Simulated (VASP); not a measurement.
A convergence study with VASP on SrTiO3 (cubic perovskite): one setting is varied, all else stays as given below, so the limit is that of these other settings.

```
CELL_PARAMETERS angstrom
      3.90500     0.00000     0.00000
      0.00000     3.90500     0.00000
      0.00000     0.00000     3.90500
ATOMIC_POSITIONS crystal
  Sr 0.00000 0.00000 0.00000
  Ti 0.50000 0.50000 0.50000
  O  0.50000 0.00000 0.50000
  O  0.00000 0.50000 0.50000
  O  0.50000 0.50000 0.00000
```

Computed with LDA (Ceperley-Alder, Perdew-Zunger), VASP's LDA PAW potentials (set 64) (plane waves; VASP). The tightest run used: 700 eV cut-off, 10×10×10 Monkhorst-Pack mesh, Gaussian smearing of 0.050 eV, potentials Sr_sv Ti_sv O.

```json
[
 {"setting": "2×2×2 mesh", "E (eV/atom)": "-8.9025", "pressure (GPa)": "-7.16", "irreducible k-points": "1"},
 {"setting": "3×3×3 mesh", "E (eV/atom)": "-8.8100", "pressure (GPa)": "-6.22", "irreducible k-points": "4"},
 {"setting": "4×4×4 mesh", "E (eV/atom)": "-8.8344", "pressure (GPa)": "-6.58", "irreducible k-points": "4"}
]
```

Q: These are the cheaper rows. Estimate the results at 10×10×10 mesh, and how far the last row shown lies from them.

A: 
```json
[
 {"quantity": "E (eV/atom)", "tightest run": "-8.8315", "last row shown is off by": "-0.0030"},
 {"quantity": "pressure (GPa)", "tightest run": "-6.55", "last row shown is off by": "-0.03"}
]
```

Left out are rungs that failed or repeat a setting and relaxations that didn't move; long series are thinned to 24 rows.

The compound is SrTiO3 in the cubic perovskite structure, the ideal cubic form; the compound distorts at low or room temperature. The cell was not relaxed at this level.
